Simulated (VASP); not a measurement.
Method: revTPSS meta-GGA, VASP's PBE PAW potentials (set 64) (plane waves; VASP).

The input files of a VASP run:

INCAR:
```
SYSTEM = BaHfO3
PREC = Accurate; ENCUT = 520; LREAL = .False.
LASPH = .True.
EDIFF = 1E-6; NELM = 100; ALGO = Normal
LMAXMIX = 6; LMIXTAU = .True.
ISMEAR = 0; SIGMA = 0.05
METAGGA = RTPSS
IBRION = 2; NSW = 60; ISIF = 3
EDIFFG = -0.02
LWAVE = .False.; LCHARG = .False.
```

POSCAR:
```
BaHfO3
1
    4.1548964236    -0.0000000000     0.0000000000
   -0.0000000000     4.1548964236    -0.0000000000
   -0.0000000000    -0.0000000000     4.1548964236
Ba Hf O
1 1 3
Direct
  0.0000000000   0.0000000000   0.0000000000
  0.5000000000   0.5000000000   0.5000000000
  0.5000000000   0.0000000000   0.5000000000
  0.0000000000   0.5000000000   0.5000000000
  0.5000000000   0.5000000000   0.0000000000
```

KPOINTS:
```
Regular mesh
0
G
5 5 5
0 0 0
```

POTCAR, in this order: Ba_sv Hf_pv O (PBE.64 set). Program: vasp_std.

### Question
Predict the energy per atom (σ→0), volume per atom.

### Answer

```
Property                       Value
---------------------  -------------
energy per atom (σ→0)  2.176 eV/atom
volume per atom        14.60 Å³/atom
```

**OSZICAR**
```
...
DAV:   7     0.108785230990E+02   -0.78064E-03   -0.15156E-04   637   0.112E-01    0.142E-01
DAV:   8     0.108785487557E+02    0.25657E-04   -0.80572E-06   544   0.215E-02    0.110E-01
DAV:   9     0.108784945258E+02   -0.54230E-04   -0.32008E-05   622   0.532E-02    0.560E-02
DAV:  10     0.108784877250E+02   -0.68008E-05   -0.53733E-06   558   0.184E-02    0.385E-02
DAV:  11     0.108784898567E+02    0.21317E-05   -0.11852E-06   293   0.823E-03    0.304E-02
DAV:  12     0.108784875544E+02   -0.23023E-05   -0.21456E-06   373   0.103E-02    0.675E-03
DAV:  13     0.108784873761E+02   -0.17829E-06   -0.55014E-07   293   0.558E-03
   3 F= 0.10878487E+02 E0= 0.10878487E+02  d E =-.116211E-01
```

The compound is BaHfO3 in the cubic perovskite structure. This run relaxes it. Symmetry was kept, so distortions that lower it aren't found. The start is the result of an earlier pass.
